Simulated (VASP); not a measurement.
VASP ran on this input.

### POSCAR
```
TiTe2
1
    3.8996350000     0.0000000000     0.0000000000
   -1.9498180000     3.3771830000     0.0000000000
    0.0000000000     0.0000000000    17.1706300000
Ti Te
1 2
Direct
  0.0132620000   0.0051300000   0.5020430000
  0.3219440000   0.6725410000   0.5944120000
  0.6647950000   0.3223290000   0.4035450000
```

**KPOINTS**
```
kpoints
0
gamma
  9 9 1
```

INCAR:
```
SYSTEM = TiTe2
PREC = Accurate
ENCUT = 300
EDIFF = 1E-6
NELM = 100
ALGO = Normal
LREAL = .FALSE.
LASPH = .TRUE.
ISMEAR = -1
SIGMA = 0.1
GGA = PE
LMAXMIX = 4
LWAVE = .FALSE.
LCHARG = .FALSE.
ISIF = 2
```

POTCAR, in this order: Ti_sv Te (PBE.64 set). Program: vasp_std.

**Question.** Translate this PBE calculation to Quantum ESPRESSO's pw.x.

**Answer.** One equivalent input (not run):
```
&CONTROL
  calculation = 'scf'
  pseudo_dir = './pseudo'
  outdir = './out'
  tprnfor = .true.
  tstress = .true.
/
&SYSTEM
  ibrav = 0
  nat = 3
  ntyp = 2
  ecutwfc = 84
  occupations = 'smearing'
  smearing = 'fermi-dirac'
  degauss = 0.00735
  input_dft = 'pbe'
/
&ELECTRONS
  conv_thr = 7.3e-08
  electron_maxstep = 100
/
ATOMIC_SPECIES
  Ti 47.867 Ti.upf
  Te 127.600 Te.upf
CELL_PARAMETERS angstrom
     3.8996350    0.0000000    0.0000000
    -1.9498180    3.3771830    0.0000000
     0.0000000    0.0000000   17.1706300
ATOMIC_POSITIONS crystal
  Ti   0.0132620  0.0051300  0.5020430
  Te   0.3219440  0.6725410  0.5944120
  Te   0.6647950  0.3223290  0.4035450
K_POINTS automatic
  9 9 1 0 0 0
```
The two are equivalent in intent, not identical: the potentials are each code's own (VASP's PAW set, PseudoDojo norm-conserving files in pw.x), so ENCUT and ecutwfc are chosen apart and not converted; conv_thr bounds pw.x's estimated SCF error, while EDIFF bounds the energy change between steps.

The cell is a sheet with vacuum, built from a generated structure.
